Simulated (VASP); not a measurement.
Consider the following.

```
CELL_PARAMETERS angstrom
     10.93707     0.00000     0.00000
      0.00000    10.93707     0.00000
      0.00000     0.00000    10.93707
ATOMIC_POSITIONS crystal
  Si 0.50103 0.99935 0.99922
  Si 0.62280 0.12641 0.12620
  Si 0.74879 0.25109 0.00186
  Si 0.87326 0.37708 0.12643
  Si 0.74881 0.00203 0.25089
  Si 0.87327 0.12659 0.37693
  Si 0.99936 0.00024 0.00010
  Si 0.12341 0.12610 0.12597
  Si 0.24966 0.25054 0.00111
  Si 0.37517 0.37532 0.12647
  Si 0.49972 0.50009 0.00090
  Si 0.62440 0.62472 0.12644
  Si 0.74918 0.75015 0.00101
  Si 0.87363 0.87622 0.12608
  Si 0.24967 0.00118 0.25040
  Si 0.37505 0.12664 0.37522
  Si 0.49872 0.25074 0.25066
  Si 0.74893 0.50129 0.25082
  Si 0.87333 0.62478 0.37524
  Si 0.49970 0.00109 0.49991
  Si 0.62435 0.12657 0.62462
  Si 0.74902 0.25087 0.50131
  Si 0.87339 0.37539 0.62467
  Si 0.74919 0.00112 0.74996
  Si 0.87358 0.12623 0.87610
  Si 0.00037 0.49868 0.99932
  Si 0.12290 0.62519 0.12451
  Si 0.24953 0.75031 0.00025
  Si 0.37454 0.87699 0.12461
  Si 0.99783 0.25109 0.25093
  Si 0.12401 0.37534 0.37518
  Si 0.24800 0.50050 0.24906
  Si 0.37219 0.62765 0.36924
  Si 0.49932 0.75191 0.24909
  Si 0.62455 0.87589 0.37512
  Si 0.00041 0.99939 0.49847
  Si 0.12285 0.12460 0.62508
  Si 0.24789 0.24922 0.50041
  Si 0.37216 0.36942 0.62759
  Si 0.63059 0.62748 0.62735
  Si 0.75072 0.75199 0.50033
  Si 0.87519 0.87703 0.62519
  Si 0.24955 0.00032 0.75020
  Si 0.37445 0.12469 0.87694
  Si 0.49924 0.24915 0.75186
  Si 0.62452 0.37528 0.87571
  Si 0.75076 0.50051 0.75187
  Si 0.87518 0.62540 0.87695
  Si 0.99883 0.75009 0.25035
  Si 0.12560 0.87424 0.37458
  Si 0.99885 0.50016 0.50003
  Si 0.12454 0.62504 0.62489
  Si 0.25048 0.74946 0.50026
  Si 0.37492 0.87538 0.62483
  Si 0.99882 0.25045 0.75001
  Si 0.12553 0.37472 0.87424
  Si 0.25039 0.50039 0.74943
  Si 0.37486 0.62502 0.87525
  Si 0.49945 0.74926 0.74917
  Si 0.62494 0.87423 0.87408
  Si 0.99955 0.75034 0.75021
  Si 0.12459 0.87525 0.87514
  Sb 0.52939 0.47019 0.47014
```
Cell charge -1.

Method: HSE06 screened hybrid, VASP's PBE PAW potentials (set 64) (plane waves; VASP 6.6.1). Settings: PREC = Normal, LREAL = Auto, ISYM = 0, NELECT = 254.0, EDIFF = 1E-5, 400 eV cut-off, 1×1×1 Γ-centred mesh, Gaussian smearing of 0.050 eV, potentials Si Sb. Starting moments (MAGMOM): 63*0.0317. The cell's moment is fixed (NUPDOWN = 2).

The cell is charged, with a uniform compensating background. The supercell is sampled at Γ alone, which is coarse: total energies, pressure and levels can be off, energies of defects by several tenths of an eV.

Q: What does the run give for the cell moment, energy per atom (σ→0), largest force?

A: 
```json
{
 "cell_moment": "2.00 μB",
 "energy per atom (σ→0)": "-6.035 eV/atom",
 "largest_force": "0.580 eV/Å"
}
```

Q: Give the moment on each site (PAW-sphere projection).

A: 
```json
[
 {"site": "Si1", "moment (μB)": "0.01"},
 {"site": "Si2", "moment (μB)": "0.00"},
 {"site": "Si3", "moment (μB)": "0.00"},
 {"site": "Si4", "moment (μB)": "0.00"},
 {"site": "Si5", "moment (μB)": "0.00"},
 {"site": "Si6", "moment (μB)": "0.00"},
 {"site": "Si7", "moment (μB)": "0.00"},
 {"site": "Si8", "moment (μB)": "0.00"},
 {"site": "Si9", "moment (μB)": "0.01"},
 {"site": "Si10", "moment (μB)": "0.01"},
 {"site": "Si11", "moment (μB)": "0.00"},
 {"site": "Si12", "moment (μB)": "0.01"},
 {"site": "Si13", "moment (μB)": "0.01"},
 {"site": "Si14", "moment (μB)": "0.00"},
 {"site": "Si15", "moment (μB)": "0.01"},
 {"site": "Si16", "moment (μB)": "0.01"},
 {"site": "Si17", "moment (μB)": "0.18"},
 {"site": "Si18", "moment (μB)": "0.18"},
 {"site": "Si19", "moment (μB)": "0.01"},
 {"site": "Si20", "moment (μB)": "0.00"},
 {"site": "Si21", "moment (μB)": "0.01"},
 {"site": "Si22", "moment (μB)": "0.18"},
 {"site": "Si23", "moment (μB)": "0.01"},
 {"site": "Si24", "moment (μB)": "0.01"},
 {"site": "Si25", "moment (μB)": "0.00"},
 {"site": "Si26", "moment (μB)": "0.01"},
 {"site": "Si27", "moment (μB)": "0.00"},
 {"site": "Si28", "moment (μB)": "0.00"},
 {"site": "Si29", "moment (μB)": "0.00"},
 {"site": "Si30", "moment (μB)": "0.00"},
 {"site": "Si31", "moment (μB)": "0.00"},
 {"site": "Si32", "moment (μB)": "0.00"},
 {"site": "Si33", "moment (μB)": "0.01"},
 {"site": "Si34", "moment (μB)": "0.00"},
 {"site": "Si35", "moment (μB)": "0.00"},
 {"site": "Si36", "moment (μB)": "0.01"},
 {"site": "Si37", "moment (μB)": "0.00"},
 {"site": "Si38", "moment (μB)": "0.00"},
 {"site": "Si39", "moment (μB)": "0.01"},
 {"site": "Si40", "moment (μB)": "0.01"},
 {"site": "Si41", "moment (μB)": "0.00"},
 {"site": "Si42", "moment (μB)": "0.00"},
 {"site": "Si43", "moment (μB)": "0.00"},
 {"site": "Si44", "moment (μB)": "0.00"},
 {"site": "Si45", "moment (μB)": "0.00"},
 {"site": "Si46", "moment (μB)": "0.00"},
 {"site": "Si47", "moment (μB)": "0.00"},
 {"site": "Si48", "moment (μB)": "0.00"},
 {"site": "Si49", "moment (μB)": "0.01"},
 {"site": "Si50", "moment (μB)": "0.02"},
 {"site": "Si51", "moment (μB)": "0.00"},
 {"site": "Si52", "moment (μB)": "0.00"},
 {"site": "Si53", "moment (μB)": "0.00"},
 {"site": "Si54", "moment (μB)": "0.00"},
 {"site": "Si55", "moment (μB)": "0.01"},
 {"site": "Si56", "moment (μB)": "0.02"},
 {"site": "Si57", "moment (μB)": "0.00"},
 {"site": "Si58", "moment (μB)": "0.00"},
 {"site": "Si59", "moment (μB)": "0.00"},
 {"site": "Si60", "moment (μB)": "0.02"},
 {"site": "Si61", "moment (μB)": "0.00"},
 {"site": "Si62", "moment (μB)": "0.00"},
 {"site": "Sb63", "moment (μB)": "0.01"}
]
```

The absolute energy has meaning only against runs of the same code, potentials and settings.

The cell is a supercell with a defect, built from Si (diamond): Sb_Si-vac_Si, charge -1. The cell's shape comes from a PBE relaxation.
